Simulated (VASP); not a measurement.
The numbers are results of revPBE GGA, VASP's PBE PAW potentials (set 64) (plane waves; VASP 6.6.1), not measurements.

VASP ran on this input.

INCAR:
```
PREC = Accurate
GGA = RE   # revPBE
ISIF = 2
SIGMA = 0.05
LREAL = .FALSE.   # projection in real space or not
ENCUT = 520
ALGO = Normal   # blocked Davidson
LWAVE = .FALSE.
EDIFF = 1E-7
SYSTEM = GaAs
ISMEAR = 0   # Gaussian
LCHARG = .FALSE.
NELM = 100   # most electronic steps
LMAXMIX = 4   # l cut-off of mixed one-centre charges
LASPH = .TRUE.
```

**KPOINTS**
```
kpoints
0
G
 8 8 8
0 0 0
```

### POSCAR
```
GaAs
1.0
  0.0000000000   2.9248599471   2.9248599471
  2.9248599471   0.0000000000   2.9248599471
  2.9248599471   2.9248599471   0.0000000000
Ga As
1 1
Cart
  0.0000000000   0.0000000000   0.0000000000
  1.4624299735   1.4624299735   1.4624299735
```

POTCAR, in this order: Ga_d As (PBE.64 set). Program: vasp_std.

Task: Predict the energy per atom (σ→0), pressure, band gap (on the k-mesh).

Result: 
```json
{
 "energy per atom (σ→0)": "-3.844 eV/atom",
 "band gap (on the k-mesh)": "none (metal, semimetal or under 0.01 eV)",
 "pressure": "-1.51 GPa"
}
```

### OSZICAR
```
...
DAV:   8    -0.768624985640E+01   -0.35459E-02   -0.10965E-02   844   0.135E+00    0.848E-02
DAV:   9    -0.768708581713E+01   -0.83596E-03   -0.14412E-03   899   0.498E-01    0.636E-02
DAV:  10    -0.768723786863E+01   -0.15205E-03   -0.12904E-04   912   0.105E-01    0.344E-02
DAV:  11    -0.768737507265E+01   -0.13720E-03   -0.30235E-04   814   0.121E-01    0.687E-03
DAV:  12    -0.768737630362E+01   -0.12310E-05   -0.34454E-06   899   0.241E-02    0.354E-03
DAV:  13    -0.768737776152E+01   -0.14579E-05   -0.21987E-06   819   0.105E-02    0.795E-04
DAV:  14    -0.768737776726E+01   -0.57421E-08   -0.30501E-08   670   0.162E-03
   1 F= -.76873778E+01 E0= -.76873024E+01  d E =-.150657E-03
```

The compound is GaAs in the zinc blende structure. This cell is one point of a volume scan, at 1.03 of the reference volume.
